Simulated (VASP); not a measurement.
Given:

```
CELL_PARAMETERS angstrom
      0.00000     2.10315     2.10315
      2.10315     0.00000     2.10315
      2.10315     2.10315     0.00000
ATOMIC_POSITIONS crystal
  Ti 0.00000 0.00000 0.00000
  N  0.50000 0.50000 0.50000
```

Level of theory: PBE GGA, VASP's PBE PAW potentials (set 64) (plane waves; VASP 6.6.1). Run with 600 eV cut-off, 14×14×14 Γ-centred mesh, first-order Methfessel-Paxton smearing of 0.10 eV, potentials Ti_sv N.

Problem. Give the stress tensor in GPa (positive for a compressed cell).

Solution. 
```
8.86  0.00  0.00
0.00  8.86  0.00
0.00  0.00  8.86
```
The pressure is its mean diagonal, 8.86 GPa.

The compound is TiN in the rock salt structure. This cell was strained or had an atom moved on purpose. The electron count is odd and the run is not spin-polarised, which forces a metal.
